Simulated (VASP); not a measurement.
Method: PBEsol GGA, VASP's PBE PAW potentials (set 64) (plane waves; VASP 6.6.1).

The input files of a VASP run:

**POSCAR**
```
Cu
1.0
  0.0000000000   1.7838586265   1.7838586265
  1.7838586265   0.0000000000   1.7838586265
  1.7838586265   1.7838586265   0.0000000000
Cu
1
Cart
  0.0000000000   0.0000000000   0.0000000000
```

File KPOINTS:
```
Automatic mesh
0
Gamma
16 16 16
0 0 0
```

### INCAR
```
ALGO  =  Normal
EDIFF  =  1E-6
EDIFFG  =  -0.01
ENCUT  =  480
GGA  =  PS
IBRION  =  2
ISIF  =  3
ISMEAR  =  1
LASPH  =  .TRUE.
LCHARG  =  .FALSE.
LMAXMIX  =  4
LREAL  =  .FALSE.
LWAVE  =  .FALSE.
NELM  =  100
NSW  =  60
PREC  =  Accurate
SIGMA  =  0.1
SYSTEM  =  Cu
```

POTCAR, in this order: Cu (PBE.64 set). Program: vasp_std.

Output

OUTCAR:
```
 ion  position               nearest neighbor table
   1  0.000  0.000  0.000-
  LATTYP: Found a face centered cubic cell.
 ALAT       =     3.5677172530
 Subroutine PRICEL returns:
 Original cell was already a primitive cell.
 Subroutine GETGRP returns: Found 48 space group operations
The static configuration has the point symmetry O_h .
The dynamic configuration has the point symmetry O_h .
 Subroutine INISYM returns: Found 48 space group operations
 Subroutine IBZKPT returns following result:
 Found    145 irreducible k-points:

 Following reciprocal coordinates:
            Coordinates               Weight
  0.000000  0.000000  0.000000      1.000000
  0.062500  0.000000  0.000000      8.000000
  0.125000  0.000000  0.000000      8.000000
  0.187500  0.000000  0.000000      8.000000
  0.250000  0.000000  0.000000      8.000000
  0.312500  0.000000  0.000000      8.000000
  0.375000  0.000000  0.000000      8.000000
  0.437500  0.000000  0.000000      8.000000
  0.500000  0.000000  0.000000      4.000000
  0.062500  0.062500  0.000000      6.000000
...
```

OSZICAR:
```
       N       E                     dE             d eps       ncg     rms          rms(c)
DAV:   1     0.338394021262E+02    0.33839E+02   -0.55053E+03  2658   0.192E+03
DAV:   2    -0.499839915479E+01   -0.38838E+02   -0.37054E+02  2628   0.192E+02
DAV:   3    -0.540098161809E+01   -0.40258E+00   -0.40158E+00  3118   0.285E+01
DAV:   4    -0.540380954590E+01   -0.28279E-02   -0.28276E-02  3234   0.207E+00
DAV:   5    -0.540384375876E+01   -0.34213E-04   -0.34211E-04  3153   0.180E-01    0.842E+00
DAV:   6    -0.474046424525E+01    0.66338E+00   -0.19888E+01  2742   0.104E+02    0.414E+00
DAV:   7    -0.432232446899E+01    0.41814E+00   -0.29689E+00  2787   0.400E+01    0.577E-01
DAV:   8    -0.430974249541E+01    0.12582E-01   -0.62372E-03  2947   0.160E+00    0.331E-01
DAV:   9    -0.430774640936E+01    0.19961E-02   -0.12495E-02  2882   0.236E+00    0.245E-02
DAV:  10    -0.430775288265E+01   -0.64733E-05   -0.38729E-05  3820   0.125E-01    0.640E-03
DAV:  11    -0.430775370158E+01   -0.81893E-06   -0.61678E-07  1927   0.182E-02
   1 F= -.43077537E+01 E0= -.43077600E+01  d E =-.430775E+01
```

File OUTCAR:
```
------------------------ aborting loop because EDIFF is reached ----------------------------------------
  FORCE on cell =-STRESS in cart. coord.  units (eV):
  Direction    XX          YY          ZZ          XY          YZ          ZX
  --------------------------------------------------------------------------------------
  Total       -0.0059056     -0.0059056     -0.0059056     -0.0000000     -0.0000000      0.0000000
  in kB       -0.8334251     -0.8334251     -0.8334251     -0.0000000     -0.0000000      0.0000000
  external PRESSURE =      -0.8334251 kB  Pullay stress =       0.0000000 kB
  volume of cell :       11.35
      direct lattice vectors                 reciprocal lattice vectors
     0.000000000  1.783858627  1.783858627    -0.280291270  0.280291270  0.280291270
     1.783858627  0.000000000  1.783858627     0.280291270 -0.280291270  0.280291270
     1.783858627  1.783858627  0.000000000     0.280291270  0.280291270 -0.280291270
 POSITION                                       TOTAL-FORCE (eV/Angst)
 -----------------------------------------------------------------------------------
      0.00000      0.00000      0.00000         0.000000      0.000000      0.000000
 -----------------------------------------------------------------------------------
    total drift:                                0.000000     -0.000000     -0.000000
  FREE ENERGIE OF THE ION-ELECTRON SYSTEM (eV)
  ---------------------------------------------------
  free  energy   TOTEN  =        -4.3077537016 eV

  energy  without entropy=       -4.3077724673  energy(sigma->0) =       -4.30775996

 reached required accuracy - stopping structural energy minimisation
```
(Selected blocks of OUTCAR.)

**OUTCAR**
```
 val. band max:        7.8477049108   @ k =   0.5000   0.1875   0.0625

 cond. band min:       7.9211902276   @ k =   0.5000   0.3125   0.1250


 Fermi energy:         7.8541592845

 k-point     1 :       0.0000    0.0000    0.0000
  band No.  band energies     occupation
      1      -1.7966      2.00000
      2       4.7508      2.00000
      3       4.7508      2.00000
      4       4.7508      2.00000
      5       5.6353      2.00000
      6       5.6353      2.00000
      7      30.7975      0.00000
      8      33.7194      0.00000
      9      33.7194      0.00000

 k-point     2 :       0.0625    0.0000    0.0000
  band No.  band energies     occupation
      1      -1.6502      2.00000
      2       4.7184      2.00000
      3       4.7795      2.00000
      4       4.7795      2.00000
      5       5.6240      2.00000
      6       5.6240      2.00000
      7      29.9892      0.00000
      8      32.1180      0.00000
      9      33.2696      0.00000

 k-point     3 :       0.1250    0.0000    0.0000
  band No.  band energies     occupation
      1      -1.2174      2.00000
      2       4.6323      2.00000
      3       4.8504      2.00000
      4       4.8504      2.00000
      5       5.6039      2.00000
      6       5.6039      2.00000
      7      27.1084      0.00000
      8      31.5123      0.00000
      9      32.5035      0.00000

 k-point     4 :       0.1875    0.0000    0.0000
  band No.  band energies     occupation
      1      -0.5216      2.00000
      2       4.5284      2.00000
      3       4.9155      2.00000
      4       4.9155      2.00000
      5       5.6197      2.00000
      6       5.6197      2.00000
      7      23.8273      0.00000
      8      31.1802      0.00000
      9      31.8155      0.00000

 k-point     5 :       0.2500    0.0000    0.0000
  band No.  band energies     occupation
      1       0.3817      2.00000
      2       4.4741      2.00000
      3       4.9182      2.00000
...
```

The compound is Cu in the fcc structure. It was relaxed first. The start is the result of an earlier pass.
